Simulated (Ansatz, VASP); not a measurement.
# SiO2 (Cristobalite): VASP beside Ansatz

One calculation is typed for both programs; each brings its own data sets. How far apart do they land? The cell is taken from a series of runs on this material, whose earlier steps may have relaxed, scaled, displaced or heated it; both programs get it as it stands.

Calculated with Ansatz 0.2.0; plane waves, with VASP 6.6.1 beside it; zone-centre phonons at LDA.

## Step 1: The starting structure

The structure is tetragonal, space group P4_12_12 (No. 92). Conventional cell: a = 4.929 Å, b = 4.929 Å, c = 6.840 Å, α = 90.00°, β = 90.00°, γ = 90.00°. Nearest to O lie 2 Si at 1.61 Å. Nearest to Si lie 4 O at 1.61 Å. Farther neighbours and most contacts between anions are not listed.

Structure file:

```cif
data_structure
_symmetry_space_group_name_H-M 'P4_12_12'
_symmetry_Int_Tables_number 92
_cell_length_a 4.9290
_cell_length_b 4.9290
_cell_length_c 6.8396
_cell_angle_alpha 90.000
_cell_angle_beta 90.000
_cell_angle_gamma 90.000
_cell_volume 166.17
loop_
_atom_site_label
_atom_site_type_symbol
_atom_site_symmetry_multiplicity
_atom_site_Wyckoff_symbol
_atom_site_fract_x
_atom_site_fract_y
_atom_site_fract_z
_atom_site_occupancy
O1 O 8 b 0.23655 0.11689 0.18507 1
Si1 Si 4 a 0.30617 0.30617 0.00000 1
```

## Step 2: Ansatz: zone-centre phonons, LDA

Ansatz runs on its PAW soft_1 files.

Second derivatives magnify differences that forces hide, and they need a tight electronic threshold.

input.yaml

```yaml
crystal:
  lattice:
    - [4.9289792662, 0.0, 0.0]
    - [0.0, 4.9289792662, 0.0]
    - [0.0, 0.0, 6.8396239483]
  atoms:
    - { symbol: O, position: [0.2365496771, 0.116892512, 0.1850745172] }
    - { symbol: O, position: [0.383107488, 0.7365496771, 0.4350745172] }
    - { symbol: O, position: [0.7634503229, 0.883107488, 0.6850745172] }
    - { symbol: O, position: [0.616892512, 0.2634503229, 0.9350745172] }
    - { symbol: O, position: [0.7365496771, 0.383107488, 0.5649254828] }
    - { symbol: O, position: [0.883107488, 0.7634503229, 0.3149254828] }
    - { symbol: O, position: [0.2634503229, 0.616892512, 0.0649254828] }
    - { symbol: O, position: [0.116892512, 0.2365496771, 0.8149254828] }
    - { symbol: Si, position: [0.3061729438, 0.3061729438, 0.0] }
    - { symbol: Si, position: [0.1938270562, 0.8061729438, 0.25] }
    - { symbol: Si, position: [0.6938270562, 0.6938270562, 0.5] }
    - { symbol: Si, position: [0.8061729438, 0.1938270562, 0.75] }
kpoints:
  mp_grid: { grid: [4, 4, 4] }
hamiltonian:
  xc: lda
  pseudopotentials: { kind: paw, azcp: { folder: soft_1 }, xc_functional: pbe }
scf:
  occupations: { method: fixed }
output:
  eigenvalues: true
phonons:
  method: dfpt
  dielectric: true
  rigid_motions: translations
```

Started as:

```
> ansatz run input.yaml --threads 8 --pin off --max-ram 20480MiB --backend cpu --events-out ev --progress --plain --runs-dir out
```

Numbers of over 12 decimals in the logs are rounded to 6 here.

The log of the run:

```text
Engine: ansatz 0.2.0, aarch64-unknown-linux-gnu
Pseudopotentials: kind: paw
Pseudopotential: O, paw, valence charge 6, recommended cutoff 420 eV (normal), soft_1/O.paw.azcp
Pseudopotential: Si, paw, valence charge 4, recommended cutoff 420 eV (normal), soft_1/Si.paw.azcp
Functional definition: SPW92
  exchange = slater_x
  correlation = pw_c
Crystal: 12 atoms, lattice volume = 166.168 Å³
Basis set: ecut = 420 eV, 3243 PW (Γ), exchange–correlation on 72×72×96 points (8 copies of the dense FFT grid, shifted against one another)
Bands: 44, of which v1, the nominal top of the filled ones, is band 32 counted from 1 (31 counted from 0)
Symmetry: 8 space group operations
k-points: 36 of 64 (irreducible under 1 space group operation, time reversal used)
Non-local potential: O, projectors of the file, l = 0: 2, l = 1: 2, l = 2: 1
Non-local potential: Si, projectors of the file, l = 0: 2, l = 1: 2, l = 2: 1
PAW form: soft (Blöchl's): semilocal exchange-correlation on the pseudo side does not see the compensation charge
PAW frozen core: O, regenerated for the run's functional, and the local potential with it (the file was generated under x = pbe(κ = 0.804, μ = 0.219515), c = pbe(β = 0.066725))
PAW frozen core: Si, regenerated for the run's functional, and the local potential with it (the file was generated under x = pbe(κ = 0.804, μ = 0.219515), c = pbe(β = 0.066725))
PAW one-centre angular grid: O, 110 points (default); XC on 64 Gauss nodes
PAW one-centre angular grid: Si, 110 points (default); XC on 64 Gauss nodes
Initial density: superposition of atomic densities (chi_scale 0.1, normalization cell, long waves kept (reshape's long-wave potential 0.00 eV rms))
Initial wavefunctions: pseudopotential atomic-orbital guess
Functional: x = slater, c = lda
SCF iter   1: F=—  HF=-6897.320224 eV  |F-HF|=—  |Δ(HF+E_count)|=         —  Δρ=1.21e-1  dr2=2.17e1  ethr=3.10e-3  ⟨swp⟩=4.7  Hψ=6418  notcnv=0  defer=330
preconditioner: auto → Resta (q_TF=auto, 2.327 Å⁻¹)  ε∞=2.7  [insulator: Δε(μ)=7.196 eV  Ē_g=17.912 eV  n_scr=36 (ndim 8)  ℏωp=23.0 eV  f_vac=0.085  ε∞_Penn≈2.7]
SCF iter   2: F=—  HF=-6891.142746 eV  |F-HF|=—  |Δ(HF+E_count)|=    6.18e0  Δρ=4.16e-2  dr2=1.18e0  ethr=3.10e-3  ⟨swp⟩=4.1  Hψ=4247  notcnv=0  defer=337
SCF iter   3: F=—  HF=-6890.871221 eV  |F-HF|=—  |Δ(HF+E_count)|=   2.72e-1  Δρ=1.95e-2  dr2=3.68e-1  ethr=1.85e-3  ⟨swp⟩=2.0  Hψ=1470  notcnv=0  defer=351
SCF iter   4: F=—  HF=-6890.786761 eV  |F-HF|=—  |Δ(HF+E_count)|=   8.45e-2  Δρ=1.46e-3  dr2=2.74e-3  ethr=5.75e-4  ⟨swp⟩=3.2  Hψ=2614  notcnv=0  defer=357
SCF iter   5: F=—  HF=-6890.788631 eV  |F-HF|=—  |Δ(HF+E_count)|=   1.87e-3  Δρ=2.36e-4  dr2=1.25e-4  ethr=4.29e-6  ⟨swp⟩=3.0  Hψ=2596  notcnv=0  defer=357
SCF iter   6: F=—  HF=-6890.788662 eV  |F-HF|=—  |Δ(HF+E_count)|=   3.03e-5  Δρ=5.37e-5  dr2=5.69e-6  ethr=1.95e-7  ⟨swp⟩=2.9  Hψ=2775  notcnv=0  defer=357
SCF iter   7: F=—  HF=-6890.788665 eV  |F-HF|=—  |Δ(HF+E_count)|=   3.42e-6  Δρ=8.31e-6  dr2=1.29e-7  ethr=8.89e-9  ⟨swp⟩=2.8  Hψ=2744  notcnv=0  defer=349
SCF iter   8: F=—  HF=-6890.788665 eV  |F-HF|=—  |Δ(HF+E_count)|=   1.15e-7  Δρ=1.78e-6  dr2=4.05e-9  ethr=2.01e-10  ⟨swp⟩=2.2  Hψ=2253  notcnv=0  defer=349
SCF iter   9: F=-6890.788665 eV  HF=-6890.788665 eV  |F-HF|=7.28e-11  |Δ(HF+E_count)|=   3.59e-9  Δρ=2.33e-7  dr2=5.95e-11  ethr=1.00e-12  ⟨swp⟩=17.0  Hψ=13852  notcnv=0
SCF 1 converged in 9 iterations: F = -6890.788665 eV  dr2 = 5.95e-11
  greatest PAW one-centre occupation: 0.856 electrons in one spin orbital (limit 2), on the O atom at site 7 (counted from 0), in its partial waves of l = 0
DFPT response loops at Γ: preconditioner auto → none (the input reference at scf.mixing.eps_inf says where Resta's filter doesn't serve); β = 0.50; Broyden in place of MSR1
── the response to a field inside a basis, on 4×4×4 k-points: an SCF that follows is theirs, and a resumed run solves both again ──
Bands: 33, of which v1, the nominal top of the filled ones, is band 32 counted from 1 (31 counted from 0)
k-points: 6 of 64 (time reversal used)
Initial density: handed on by an earlier stage of this run
Initial wavefunctions: pseudopotential atomic-orbital guess (no wavefunctions were taken with the density)
Eigensolver: Dense (6 Hₖ)
SCF iter   1: F=—  HF=-6890.618194 eV  |F-HF|=—  |Δ(HF+E_count)|=         —  Δρ=4.29e-4  dr2=8.48e-5  ethr=1.00e-1
preconditioner: auto → Resta (q_TF=auto, 2.327 Å⁻¹)  ε∞=3.7  [insulator: Δε(μ)=6.095 eV  Ē_g=14.106 eV  n_scr=36 (ndim 8)  ℏωp=23.0 eV  f_vac=0.192  ε∞_Penn≈3.7]
SCF iter   2: F=—  HF=-6890.618198 eV  |F-HF|=—  |Δ(HF+E_count)|=   3.37e-6  Δρ=1.97e-4  dr2=2.20e-5  ethr=1.32e-7
SCF iter   3: F=—  HF=-6890.618201 eV  |F-HF|=—  |Δ(HF+E_count)|=   3.85e-6  Δρ=6.64e-5  dr2=2.60e-6  ethr=3.43e-8
SCF iter   4: F=-6890.618201 eV  HF=-6890.618201 eV  |F-HF|=1.65e-8  |Δ(HF+E_count)|=   2.03e-8  Δρ=6.76e-6  dr2=9.75e-8  ethr=4.06e-9
[...]
k-point 2: bands = [... 28 lower, 0.7428, 0.7428, 0.9221, 0.9221, 8.1748, 8.1748, 10.4943, 10.4943, ... 8 higher]
  k-point 35: bands = [... 28 lower, 0.7207, 0.7207, 0.7207, 0.7207, 10.3737, 10.3737, 10.3737, 10.3737, ... 8 higher]
--- Phonons (Γ-DFPT): 5 representative perturbations + reference, on 36 of 64 k-points (Σ response iterations 19) ---
  k mesh reduced under 1 symmetry operation, with k and −k counted as one. Each operation leaves every solved perturbation unchanged. A smaller set is not considered because the run solves the response to a homogeneous field
  ASR residual: 9.725e-5 → 0.000e0 eV/Å²; symmetrization residual: 2.233e-6 eV/Å²
  ASR residual per site (eV/Å²): 9.73e-5 9.73e-5 9.73e-5 9.73e-5 9.73e-5 9.73e-5 9.73e-5 9.73e-5 2.18e-5 2.18e-5 2.18e-5 2.18e-5
  Γ frequencies (cm⁻¹): 0.00 0.00 0.00 48.61 118.58 152.24 152.24 230.01 259.04 259.04 270.11 279.96 347.38 366.29 372.62 372.62 420.10 432.04 455.26 455.26 479.12 612.16 612.16 784.03 784.78 784.82 794.63 794.63 1075.64 1078.41 1078.41 1079.20 1084.56 1117.73 1187.80 1187.80
  ε∞ (high-frequency dielectric tensor):
        2.340573     0.000000    -0.000000
        0.000000     2.340573    -0.000000
       -0.000000    -0.000000     2.325322
  ε⁰ (static dielectric tensor: ions relaxed, cell fixed):
        4.244254    -0.000000    -0.000000
       -0.000000     4.244254     0.000000
       -0.000000     0.000000     3.984740
  ε⁰ − ε∞ (ionic part):
        1.903681    -0.000000    -0.000000
       -0.000000     1.903681     0.000000
       -0.000000     0.000000     1.659418
  softest optical mode at Γ: 48.61 cm⁻¹; the repairs (sum rule, projections) moved no ω² at Γ by more than (1.84 cm⁻¹)²
  Born effective charges Z* (e; rows j = field, columns β = displacement):
    site 0:
        -1.04746   -0.17495    0.07994
        -0.23702   -2.29418    0.78229
         0.22633    0.78097   -1.64103
    site 1:
        -2.29418    0.23702   -0.78229
         0.17495   -1.04746    0.07994
        -0.78097    0.22633   -1.64103
    site 2:
        -1.04746   -0.17495   -0.07994
        -0.23702   -2.29418   -0.78229
        -0.22633   -0.78097   -1.64103
    site 3:
        -2.29418    0.23702    0.78229
         0.17495   -1.04746   -0.07994
         0.78097   -0.22633   -1.64103
    site 4:
        -1.04746    0.17495   -0.07994
         0.23702   -2.29418    0.78229
        -0.22633    0.78097   -1.64103
    site 5:
[...]
site 6:
[...]
site 7:
[...]
site 8:
[...]
site 9:
[...]
site 10:
[...]
site 11:
[...]
Z* charge neutrality: 5.708e-3 e pre-enforcement
  solved inside a basis spanned on kpoints, on 4×4×4 k-points, its susceptibility summed on 8×8×6: ε∞ is read to err by 8.4e-3, Z* by 1.2e-2 e (field_mesh: kpoints solves on kpoints); Z* is corrected for what the basis lacks
  optical modes at Γ without the LO–TO term, one row a degenerate level:
      ω (cm⁻¹)  modes    IR ((D/Å)²/amu)
[...]
optical modes at Γ + LO–TO along q̂ = [1.0000, 0.0000, 0.0000]:
      ω (cm⁻¹)  modes    IR ((D/Å)²/amu)
[...]
optical modes at Γ + LO–TO along q̂ = [0.0000, 1.0000, 0.0000]:
      ω (cm⁻¹)  modes    IR ((D/Å)²/amu)
[...]
optical modes at Γ + LO–TO along q̂ = [0.0000, 0.0000, 1.0000]:
      ω (cm⁻¹)  modes    IR ((D/Å)²/amu)
[...]
794.63      2             0.0677
        808.68      1             4.7001
       1075.64      1             0.0000
       1078.41      2           114.8491
       1079.20      1             0.0000
       1117.73      1             0.0000
       1187.80      2             3.1256
       1227.55      1            64.8094
```

The column dr2 measures how far the density is from self-consistency, as an energy; F and HF (Harris–Foulkes) agree once it is small.

[end of part 1 of 3]

[Lines on the potential files, build, host, timing and source positions are cut from VASP's logs without a mark.]

[Logs are printed without paths, hosts, clocks, repeated set-up lines and the standing remarks that a program may print on its own settings, such as how far it seeks lower states.]

[Hosts, paths, dates, database ids (printed as entryN), source tags and the programs' standing remarks are cut or masked in the printed files.]
